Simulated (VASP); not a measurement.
# Sb2Te4O (P4/mmm) in VASP: a series of runs

Runs on Sb2Te4O. Level: PBE. Tasks: relaxation of cell and atoms.

Program: VASP 6.6.1. These are calculated values, not measurements. Logs are shortened: lines on timing, memory, paths and dates and some standing lists are left out, and cuts for length are marked.

## (1) Starting point

It takes space group P4/mmm (No. 123, tetragonal). The conventional cell has a = 4.642 Å, b = 4.642 Å, c = 9.713 Å, α = 90.00°, β = 90.00°, γ = 90.00°. Sb (site symmetry mmm) is surrounded by 2 O at 2.32 Å. Te (site symmetry mmm) has 8 Te at 3.28 to 3.65 Å as nearest neighbours. Te (site symmetry 4mm) is surrounded by 4 Sb at 3.09 Å. O (site symmetry 4/mmm) has 4 Sb at 2.32 Å as nearest neighbours.

The cell was built by a generator and needn't be a form met in nature.

## (2) Relaxation of cell and atoms, PBE

INCAR

```
SYSTEM = Sb2Te4O
ALGO     = Normal         ! electronic algorithm
EDIFF    = 1E-6           ! SCF threshold, eV
EDIFFG   = -0.01          ! ionic threshold
ENCUT    = 520            ! plane-wave cutoff, eV
GGA      = PE             ! functional
IBRION   = 2              ! ionic algorithm
ISIF     = 3              ! what is computed and relaxed
ISMEAR   = 0              ! smearing method
KPAR     = 4            
LASPH    = .TRUE.         ! aspherical terms in the spheres
LCHARG   = .FALSE.        ! write CHGCAR
LREAL    = .FALSE.        ! projectors in reciprocal space
LWAVE    = .FALSE.        ! write WAVECAR
NELM     = 120            ! most SCF steps
NSW      = 90             ! ionic steps
PREC     = Accurate       ! precision mode
SIGMA    = 0.1            ! smearing width, eV
```

KPOINTS

```
k-points
0
G
  6 6 4
  0 0 0
```

POSCAR

```
Sb2Te4O
1.0
    4.6420000000      0.0000000000      0.0000000000
    0.0000000000      4.6420000000      0.0000000000
    0.0000000000      0.0000000000      9.7130000000
Sb Te O
2 4 1
Direct
    0.0000000000      0.5000000000      0.0000000000
    0.5000000000      0.0000000000      0.0000000000
    0.0000000000      0.5000000000      0.5000000000
    0.5000000000      0.0000000000      0.5000000000
    0.5000000000      0.5000000000      0.7902810700
    0.5000000000      0.5000000000      0.2097189300
    0.0000000000      0.0000000000      0.0000000000
```

Potentials or basis: VASP PAW PBE potentials, release 64 (Sb, Te, O).

Run with:

```sh
$ cat potpaw_PBE.64/Sb/POTCAR potpaw_PBE.64/Te/POTCAR potpaw_PBE.64/O/POTCAR > POTCAR
$ mpirun -np 4 vasp_std > vasp.out
```

OUTCAR:

```text
SYSTEM = Sb2Te4O
   EDIFF = 1E-6
   EDIFFG = -0.01
   ENCUT = 520
   GGA = PE
   IBRION = 2
   ISIF = 3
   ISMEAR = 0
   LASPH = .TRUE.
   LREAL = .FALSE.
   NELM = 120
   NSW = 90
   PREC = Accurate

 ion  position               nearest neighbor table
   1  0.000  0.500  0.000-   7 2.32   7 2.32   5 3.09   6 3.09   5 3.09   6 3.09   2 3.28   2 3.28
                             2 3.28   2 3.28
   2  0.500  0.000  0.000-   7 2.32   7 2.32   5 3.09   5 3.09   6 3.09   6 3.09   1 3.28   1 3.28
                             1 3.28   1 3.28
   3  0.000  0.500  0.500-   4 3.28   4 3.28   4 3.28   4 3.28   6 3.65   5 3.65   6 3.65   5 3.65

   4  0.500  0.000  0.500-   3 3.28   3 3.28   3 3.28   3 3.28   5 3.65   6 3.65   6 3.65   5 3.65

   5  0.500  0.500  0.790-   1 3.09   2 3.09   2 3.09   1 3.09   3 3.65   4 3.65   4 3.65   3 3.65

   6  0.500  0.500  0.210-   1 3.09   2 3.09   2 3.09   1 3.09   3 3.65   4 3.65   4 3.65   3 3.65

   7  0.000  0.000  0.000-   1 2.32   2 2.32   1 2.32   2 2.32

  LATTYP: Found a simple tetragonal cell.
 ALAT       =     4.6420000000
 C/A-ratio  =     2.0924170616

  Lattice vectors:

 A1 = (   4.6420000000,   0.0000000000,   0.0000000000)
 A2 = (   0.0000000000,   4.6420000000,   0.0000000000)
 A3 = (   0.0000000000,   0.0000000000,   9.7130000000)

Analysis of symmetry for initial positions (statically):
=====================================================================
 Subroutine PRICEL returns:
 Original cell was already a primitive cell.

 Routine SETGRP: Setting up the symmetry group for a
 simple tetragonal supercell.

 Subroutine GETGRP returns: Found 16 space group operations
 (whereof 16 operations were pure point group operations)
 out of a pool of 16 trial point group operations.

The static configuration has the point symmetry D_4h.

Analysis of symmetry for dynamics (positions and initial velocities):
=====================================================================
 Subroutine PRICEL returns:
 Original cell was already a primitive cell.

 Routine SETGRP: Setting up the symmetry group for a
 simple tetragonal supercell.

 Subroutine GETGRP returns: Found 16 space group operations
 (whereof 16 operations were pure point group operations)
 out of a pool of 16 trial point group operations.

The dynamic configuration has the point symmetry D_4h.

 Subroutine INISYM returns: Found 16 space group operations
 (whereof 16 operations are pure point group operations),
 and found     1 'primitive' translations

----------------------------------------------------------------------------------------

                                     Primitive cell

  volume of cell :     209.2973

  direct lattice vectors                    reciprocal lattice vectors
     4.642000000  0.000000000  0.000000000     0.215424386  0.000000000  0.000000000
     0.000000000  4.642000000  0.000000000     0.000000000  0.215424386  0.000000000
     0.000000000  0.000000000  9.713000000     0.000000000  0.000000000  0.102954803

  length of vectors
     4.642000000  4.642000000  9.713000000     0.215424386  0.215424386  0.102954803

  position of ions in fractional coordinates (direct lattice)
     0.000000000  0.500000000  0.000000000
     0.500000000  0.000000000  0.000000000
     0.000000000  0.500000000  0.500000000
     0.500000000  0.000000000  0.500000000
     0.500000000  0.500000000  0.790281070
     0.500000000  0.500000000  0.209718930
     0.000000000  0.000000000  0.000000000

  ion indices of the primitive-cell ions
   primitive index   ion index
                 1           1
                 2           2
                 3           3
                 4           4
                 5           5
                 6           6
                 7           7

----------------------------------------------------------------------------------------

 KPOINTS: k-points

Automatic generation of k-mesh.
 Grid dimensions read from file:
 generate k-points for:    6    6    4

 Generating k-lattice:

  Cartesian coordinates                     Fractional coordinates (reciprocal lattice)
     0.035904064  0.000000000  0.000000000     0.166666667  0.000000000  0.000000000
     0.000000000  0.035904064  0.000000000     0.000000000  0.166666667  0.000000000
     0.000000000  0.000000000  0.025738701     0.000000000  0.000000000  0.250000000

  Length of vectors
     0.035904064  0.035904064  0.025738701

  Shift w.r.t. Gamma in fractional coordinates (k-lattice)
     0.000000000  0.000000000  0.000000000

 Subroutine IBZKPT returns following result:
 ===========================================

 Found     30 irreducible k-points:

 Following reciprocal coordinates:
            Coordinates               Weight
  0.000000  0.000000  0.000000      1.000000
  0.166667  0.000000  0.000000      4.000000
  0.333333  0.000000  0.000000      4.000000
  0.500000  0.000000  0.000000      2.000000
  0.166667  0.166667  0.000000      4.000000
  0.333333  0.166667  0.000000      8.000000
[... 16 lines left out ...]
  0.333333  0.000000  0.500000      4.000000
  0.500000  0.000000  0.500000      2.000000
 [... further k-points ...]
   k-points           NKPTS =     30   k-points in BZ     NKDIM =     30   number of bands    NBANDS=     24
   number of dos      NEDOS =    301   number of ions     NIONS =      7
   total plane-waves  NPLWV =  93312
   dimension x,y,z NGX =    36 NGY =   36 NGZ =   72
   dimension x,y,z NGXF=    72 NGYF=   72 NGZF=  144
   ions per type =               2   4   1
   NGX,Y,Z   is equivalent  to a cutoff of  12.89, 12.89, 12.32 a.u.
   NGXF,Y,Z  is equivalent  to a cutoff of  25.79, 25.79, 24.65 a.u.
 SYSTEM =  Sb2Te4O
   PREC   = accura    normal or accurate (medium, high low for compatibility)
   ISTART =      0    job   : 0-new  1-cont  2-samecut
   ICHARG =      2    charge: 1-file 2-atom 10-const
   ISPIN  =      1    spin polarized calculation?
   LNONCOLLINEAR =      F non collinear calculations
   LSORBIT =      F    spin-orbit coupling
   LASPH  =      T    aspherical Exc in radial PAW
   ENCUT  =  520.0 eV  38.22 Ry    6.18 a.u.   8.63  8.63 18.06*2*pi/ulx,y,z
   NELM   =    120;   NELMIN=  2; NELMDL= -5     # of ELM steps
   EDIFF  = 0.1E-05   stopping-criterion for ELM
   LREAL  =      F    real-space projection
   EDIFFG = -.1E-01   stopping-criterion for IOM
   NSW    =     90    number of steps for IOM
   IBRION =      2    ionic relax: 0-MD 1-quasi-New 2-CG
   NFREE  =      1    steps in history (QN), initial steepest desc. (CG)
   ISIF   =      3    stress and relaxation
   ISYM   =      2    0-nonsym 1-usesym 2-fastsym
   POTIM  = 0.5000    time-step for ionic-motion
   TEBEG  =    0.0;   TEEND  =   0.0 temperature during run
   PSTRESS=    0.0 pullay stress
   NELECT =      40.0000    total number of electrons
   NUPDOWN=      -1.0000    fix difference up-down
   EMIN   =  10.00;   EMAX   =-10.00  energy-range for DOS
   EFERMI =   0.00;   METHOD = LEGACY
   ISMEAR =     0;   SIGMA  =   0.10  broadening in eV -4-tet -1-fermi 0-gaus
   EFERMI_NEDOS =   21; number of points for ismear=-14 and -15
   IALGO  =     38    algorithm
   IMIX   =      4    mixing-type and parameters
     AMIX     =   0.40;   BMIX     =  1.00
     AMIX_MAG =   1.60;   BMIX_MAG =  1.00
  volume/ion in A,a.u.               =      29.90       201.77
  Fermi-wavevector in a.u.,A,eV,Ry     =   0.942990  1.781992 12.098702  0.889230
  Thomas-Fermi vector in A             =   2.070653
   LORBIT       =      0    0 simple, 1 ext, 2 COOP (PROOUT), +10 PAW based schemes
   GGA     = PE    functional components
   LHFCALC =     F    Hartree Fock is set to
   AEXX    =    0.0000 exact exchange contribution
   IVDW    =     0    specifies the selected vdW correction
   LEPSILON=     F    determine dielectric tensor
   LRPA    =     F    only Hartree local field effects (RPA)
 conjugate gradient relaxation of ions
 non-spin polarized calculation
 Gauss-broadening in eV      SIGMA  =   0.10
  energy-cutoff  :      520.00
  volume of cell :      209.30
 maximum number of plane-waves:      5672
 NGX is ok and might be reduce to    36
   NGX = 17   NGY = 17   NGZ = 37

--------------------------------------- Ionic step        1  -------------------------------------------

 number of electron      39.9999998 magnetization

 Free energy of the ion-electron system (eV)
  ---------------------------------------------------
  ext. energy  EPLUGINS =         0.00000000
  ---------------------------------------------------
  free energy    TOTEN  =       -26.25114628 eV

  energy without entropy =      -26.22511032  energy(sigma->0) =      -26.23812830

------------------------ aborting loop because EDIFF is reached ----------------------------------------

  FORCE on cell =-STRESS in cart. coord.  units (eV):
  Direction    XX          YY          ZZ          XY          YZ          ZX
  --------------------------------------------------------------------------------------
  -------------------------------------------------------------------------------------
  Total        0.6358103      0.6358103      2.2937240      0.0000000      0.0000000      0.0000000
  in kB        4.8671470      4.8671470     17.5585274      0.0000000      0.0000000      0.0000000
  external PRESSURE =       9.0976071 kB  Pullay stress =       0.0000000 kB
[... 104 lines left out ...]
  FREE ENERGIE OF THE ION-ELECTRON SYSTEM (eV)
  ---------------------------------------------------
  free  energy   TOTEN  =       -26.2943857646 eV

  energy  without entropy=      -26.2659752074  energy(sigma->0) =      -26.28018049

[... ionic steps 4 to 16 ...]

--------------------------------------- Ionic step       17  -------------------------------------------

 number of electron      40.0000004 magnetization

------------------------ aborting loop because EDIFF is reached ----------------------------------------

  FORCE on cell =-STRESS in cart. coord.  units (eV):
  Direction    XX          YY          ZZ          XY          YZ          ZX
  --------------------------------------------------------------------------------------
  -------------------------------------------------------------------------------------
  Total        0.0262591      0.0262591      0.0871487      0.0000000      0.0000000      0.0000000
  in kB        0.1996341      0.1996341      0.6625448      0.0000000      0.0000000      0.0000000
  external PRESSURE =       0.3539376 kB  Pullay stress =       0.0000000 kB
[... 67 lines left out ...]
  energy  without entropy=      -26.2958964585  energy(sigma->0) =      -26.30810695

--------------------------------------- Ionic step       19  -------------------------------------------

 number of electron      40.0000004 magnetization

 Free energy of the ion-electron system (eV)
  ---------------------------------------------------
  ext. energy  EPLUGINS =         0.00000000
  ---------------------------------------------------
  free energy    TOTEN  =       -26.32033273 eV

  energy without entropy =      -26.29591420  energy(sigma->0) =      -26.30812347

 E-fermi :   5.7063     XC(G=0):  -9.0323

 val. band max:        5.6998789095   @ k =   0.1667   0.0000   0.2500
 cond. band min:       5.7162784564   @ k =   0.0000   0.0000   0.2500
 fundamental gap:      0.0163995468
 Fermi energy:         5.7062952639

 k-point     1 :       0.0000    0.0000    0.0000
  band No.  band energies     occupation
      1     -13.3103      2.00000
      2      -6.9359      2.00000
      3      -6.0805      2.00000
      4      -5.6165      2.00000
      5      -3.2188      2.00000
      6      -2.4978      2.00000
[... 637 lines left out ...]
     23       6.6595      0.00000
     24       6.7315      0.00000

 [... further k-points ...]

------------------------ aborting loop because EDIFF is reached ----------------------------------------

  FORCE on cell =-STRESS in cart. coord.  units (eV):
  Direction    XX          YY          ZZ          XY          YZ          ZX
  --------------------------------------------------------------------------------------
  -------------------------------------------------------------------------------------
  Total       -0.0633282     -0.0633282      0.0060747      0.0000000      0.0000000      0.0000000
  in kB       -0.4808405     -0.4808405      0.0461240      0.0000000      0.0000000      0.0000000
  external PRESSURE =      -0.3051856 kB  Pullay stress =       0.0000000 kB
[... 22 lines left out ...]
  FREE ENERGIE OF THE ION-ELECTRON SYSTEM (eV)
  ---------------------------------------------------
  free  energy   TOTEN  =       -26.3203327341 eV

  energy  without entropy=      -26.2959142013  energy(sigma->0) =      -26.30812347

 reached required accuracy - stopping structural energy minimisation
```

Run time: 10 min. Hardware: 4 MPI ranks of Intel Xeon Platinum 8175M at 2.50GHz (Skylake/Cascade Lake), shared host; peak memory 0.41 GiB.

Results:

```yaml
Free_energy: -26.3203 eV
Relaxed_volume: 30.14 Å³/atom
Relaxed_cell: a = 4.620 Å, b = 4.620 Å, c = 9.888 Å, α = 90.00°, β = 90.00°, γ = 90.00°
Space_group_after_relaxing_to_0.05_Å: P4/mmm (No. 123)
Energy_gained_by_relaxing: 9.9 meV/atom
Ionic_steps: 19
Pressure_after_relaxing: 0.0 GPa
Largest_force_after_relaxing: 0.007 eV/Å
Band_gap_on_the_k_mesh: none (metal or under the smearing width)
```

Forces on the atoms (eV/Å):
```
Sb   0.000  0.000  0.000
Sb   0.000  0.000  0.000
Te   0.000  0.000  0.000
Te   0.000  0.000  0.000
Te   0.000  0.000  0.007
Te   0.000  0.000 -0.007
O    0.000  0.000  0.000
```

The path:
```tsv
step	energy change (eV)	largest force (eV/Å)	pressure (GPa)	volume (Å³)
1	0.0000	0.6001	0.91	209.30
2	-0.0426	0.2373	-0.52	214.47
3	-0.0432	0.1869	-0.68	215.24
4	-0.0664	0.0619	-0.23	213.35
5	-0.0682	0.0164	-0.06	212.70
6	-0.0682	0.0130	-0.05	212.65
7	-0.0683	0.0254	0.00	212.32
8	-0.0684	0.0406	0.11	211.93
9	-0.0684	0.0332	0.06	212.12
10	-0.0685	0.0336	0.03	212.09
11	-0.0687	0.0357	0.00	211.98
12	-0.0687	0.0388	-0.06	211.78
13	-0.0688	0.0379	-0.03	211.85
14	-0.0689	0.0334	-0.03	211.64
15	-0.0692	0.0192	0.01	211.04
16	-0.0692	0.0140	0.02	210.82
17	-0.0692	0.0120	0.04	210.74
18	-0.0692	0.0133	0.05	210.79
19	-0.0692	0.0070	-0.03	211.01
```

Final structure:
```
CELL_PARAMETERS angstrom
4.61953 0.00000 0.00000
0.00000 4.61953 0.00000
0.00000 0.00000 9.88805
ATOMIC_POSITIONS crystal
Sb 0.00000 0.50000 0.00000
Sb 0.50000 0.00000 0.00000
Te 0.00000 0.50000 0.50000
Te 0.50000 0.00000 0.50000
Te 0.50000 0.50000 0.78142
Te 0.50000 0.50000 0.21858
O 0.00000 0.00000 0.00000
```

Levels at points of the mesh, in eV from the Fermi level:
```csv
k point,band 18,band 19,band 20,band 21,band 22,band 23
"(0.00, 0.00, 0.00)",-1.00,-0.67,-0.57,0.42,1.36,1.36
"(0.50, 0.00, 0.00)",-1.38,-1.18,-1.14,-1.13,-0.90,1.53
"(0.50, 0.50, 0.00)",-1.29,-0.81,-0.61,-0.61,2.34,3.04
"(0.00, 0.00, 0.50)",-1.31,-0.14,-0.13,0.48,1.20,1.20
"(0.50, 0.00, 0.50)",-1.19,-0.75,-0.74,-0.65,0.33,0.95
"(0.50, 0.50, 0.50)",-0.83,-0.72,0.82,0.82,1.17,2.21
```

## (3) Relaxation of cell and atoms, PBE

This run uses another cell than the first one, of 30.14 Å³/atom, 1.008 times its volume.

INCAR, as its differences from that of step 2:

```diff
@@ -2,4 +2,4 @@
 ALGO     = Normal         ! electronic algorithm
-EDIFF    = 1E-6           ! SCF threshold, eV
-EDIFFG   = -0.01          ! ionic threshold
+EDIFF    = 1E-7           ! SCF threshold, eV
+EDIFFG   = -0.005         ! ionic threshold
 ENCUT    = 520            ! plane-wave cutoff, eV
@@ -15,3 +15,4 @@
 NELM     = 120            ! most SCF steps
-NSW      = 90             ! ionic steps
+NSW      = 60             ! ionic steps
+POTIM    = 0.3            ! step
 PREC     = Accurate       ! precision mode
```

KPOINTS is that of step 2.

POSCAR

```
Sb2Te4O                                 
1.0
    4.6195327253      0.0000000000      0.0000000000
    0.0000000000      4.6195327253      0.0000000000
    0.0000000000      0.0000000000      9.8880549853
  Sb              Te              O             
     2     4     1
Direct
     1.0000000000000000    0.5000000000000000    0.0000000000000000
     0.5000000000000000    1.0000000000000000    0.0000000000000000
     0.0000000000000000    0.5000000000000000    0.5000000000000000
     0.5000000000000000    1.0000000000000000    0.5000000000000000
     0.5000000000000000    0.5000000000000000    0.7814159477695222
     0.5000000000000000    0.5000000000000000    0.2185840522304778
     1.0000000000000000    1.0000000000000000    0.0000000000000000
```

Potentials or basis: VASP PAW PBE potentials, release 64 (Sb, Te, O).

Run with:

```sh
$ cat potpaw_PBE.64/Sb/POTCAR potpaw_PBE.64/Te/POTCAR potpaw_PBE.64/O/POTCAR > POTCAR
$ mpirun -np 4 vasp_std > vasp.out
```

Run time: 100 s. Hardware: 4 MPI ranks of Intel Xeon Platinum 8175M at 2.50GHz (Skylake/Cascade Lake), shared host; peak memory 0.42 GiB.

It converged, with:

```
Free energy                            : -26.3206 eV
Relaxed volume                         : 30.13 Å³/atom
Relaxed cell                           : a = 4.618 Å, b = 4.618 Å, c = 9.888 Å, α = 90.00°, β = 90.00°, γ = 90.00°
Space group after relaxing (to 0.05 Å) : P4/mmm (No. 123)
Energy gained by relaxing              : 0.0 meV/atom
Ionic steps                            : 2
Pressure after relaxing                : 0.0 GPa
Largest force after relaxing           : 0.004 eV/Å
Band gap on the k mesh                 : none (metal or under the smearing width)
```

Forces in eV/Å, atoms in the order of the input:
```
Sb   0.000  0.000  0.000
Sb   0.000  0.000  0.000
Te   0.000  0.000  0.000
Te   0.000  0.000  0.000
Te   0.000  0.000  0.004
Te   0.000  0.000 -0.004
O    0.000  0.000  0.000
```

Final structure:
```
Sb Te O
1.0
     4.61815    0.00000    0.00000
     0.00000    4.61815    0.00000
     0.00000    0.00000    9.88792
Sb Te O
2 4 1
Direct
  0.00000 0.50000 0.00000
  0.50000 0.00000 0.00000
  0.00000 0.50000 0.50000
  0.50000 0.00000 0.50000
  0.50000 0.50000 0.78144
  0.50000 0.50000 0.21856
  0.00000 0.00000 0.00000
```

Levels at points of the mesh, in eV from the Fermi level:
```
           k point  band 16  band 17  band 18  band 19  band 20  band 21  band 22  band 23  band 24
(0.00, 0.00, 0.00)    -1.68    -1.68    -1.00    -0.67    -0.57     0.42     1.36     1.36     2.16
(0.50, 0.00, 0.00)    -1.50    -1.47    -1.38    -1.18    -1.14    -1.14    -0.90     1.53     1.55
(0.50, 0.50, 0.00)    -2.08    -1.29    -1.29    -0.81    -0.61    -0.61     2.34     3.04     3.13
(0.00, 0.00, 0.50)    -2.12    -1.31    -1.31    -0.13    -0.13     0.48     1.20     1.20     1.91
(0.50, 0.00, 0.50)    -1.96    -1.38    -1.19    -0.75    -0.74    -0.65     0.33     0.95     1.03
(0.50, 0.50, 0.50)    -1.97    -1.97    -0.83    -0.72     0.83     0.83     1.17     2.21     2.21
```

Spin-orbit coupling is left out, which matters for the levels of Sb, Te.
